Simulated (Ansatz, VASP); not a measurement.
Ba3Zn2Te4: VASP beside Ansatz

```xyz
9
Lattice="0.0000 4.8477 0.0000 8.8813 -2.4239 0.0000 2.8931 0.0000 -7.0845" Properties=species:S:1:pos:R:3 pbc="T T T"
Ba    3.7065    0.0000   -2.9024
Ba    8.0679    2.4239   -4.1820
Ba    0.0000    0.0000    0.0000
Zn    8.7027    0.0000   -6.8843
Zn    3.0717    2.4239   -0.2002
Te    6.0140    0.0000   -5.6921
Te    5.7604    2.4239   -1.3924
Te   10.8227    0.0000   -4.8519
Te    0.9517    2.4239   -2.2326
```

The cell was built by a generator and needn't be a form met in nature.

Alike in both runs: task single point; functional PBEsol; k mesh 4 × 4 × 3; no spin polarisation.

|  | VASP | Ansatz |
| --- | --- | --- |
| version | VASP 6.6.1 | Ansatz 0.2.0 |
| potentials or method | VASP PAW PBE potentials, release 64 (Ba_sv, Zn, Te) | PAW plane waves |
| plane-wave cutoff (eV) | 520 | 420 |
| occupations | fermi-dirac, width 0.1 eV | fermi-dirac |
| valence electrons in the cell | 78 | 118 |

```tsv
	VASP	Ansatz	Ansatz less VASP
gap on the k mesh at the Fermi level (eV)	none	none	-
pressure (GPa)	0.6	0.3	-0.36
largest component of the traceless stress (GPa)	3.23	3.25	+0.015
rms of the force components (eV/Å)	0.685	0.691	+0.0052
```

Atom by atom the forces differ by 0.009 eV/Å (rms over components). A gap of «none» marks a metal or a gap that the smearing closes. The two sets of potentials don't hold the same shells in valence.

Caveats: the PAW data sets were made with another functional, which shifts forces and pressure a little (VASP). Spin-orbit coupling is left out, which matters for the levels of Ba, Te.
